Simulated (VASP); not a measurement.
Given:

```
CELL_PARAMETERS angstrom
      4.00806     0.00000     0.00000
      0.00000     4.00806     0.00000
      0.00000     0.00000     4.00806
ATOMIC_POSITIONS crystal
  K  0.00000 0.00000 0.00000
  Mg 0.50000 0.50000 0.50000
  F  0.50000 0.00000 0.50000
  F  0.00000 0.50000 0.50000
  F  0.50000 0.50000 0.00000
```

Calculation: AM05 GGA, VASP's PBE PAW potentials (set 64) (plane waves; VASP 6.6.1). Settings: 520 eV cut-off, 6×6×6 Γ-centred mesh, tetrahedra with Blöchl corrections, potentials K_sv Mg F.

**Question.** Tabulate the total density of states (states/eV per cell) against energy (eV; zero at the valence-band maximum or, without a gap, the Fermi level).

**Answer.** 
```
E (eV)  DOS (states/eV)
------  ---------------
-9.97              0.00
-9.73              0.00
-9.49              0.00
-9.25              6.98
-9.01              10.9
-8.65              0.00
-8.41              0.00
-8.17              0.00
-7.93              0.00
-7.69              0.00
-7.45              0.00
-7.21              0.00
-6.97              0.00
-6.73              0.00
-6.49              0.00
-6.13              0.00
-5.89              0.00
-5.65              0.00
-5.41              0.00
-5.17              0.00
-4.93              0.00
-4.69              0.00
-4.45              0.00
-4.21              0.00
-3.97              0.00
-3.61              0.52
-3.37              0.95
-3.13              1.96
-2.89              2.32
-2.65              1.93
-2.41              1.11
-2.17              3.92
-1.93              6.61
-1.69              4.29
-1.45              7.05
-1.09              8.05
-0.85              7.43
-0.61              9.14
-0.37              11.1
-0.13              5.23
0.11               0.00
0.35               0.00
0.59               0.00
0.83               0.00
1.07               0.00
1.43               0.00
1.67               0.00
1.91               0.00
2.15               0.00
2.39               0.00
2.63               0.00
2.87               0.00
3.11               0.00
3.35               0.00
3.59               0.00
3.95               0.00
4.19               0.00
4.43               0.00
4.67               0.00
4.91               0.00
5.15               0.00
5.39               0.00
5.63               0.00
5.87               0.00
6.11               0.00
6.47               0.00
6.71               0.00
6.95               0.00
7.19               0.00
7.43               0.02
7.67               0.09
7.91               0.17
8.15               0.20
8.39               0.24
8.63               0.30
8.99               0.40
9.23               0.48
9.47               0.59
9.71               0.72
9.95               0.87
```
Within 2 eV below the valence-band maximum the largest weight inside VASP's projection spheres is F p.

The compound is KMgF3 in the cubic perovskite structure. It was relaxed first.
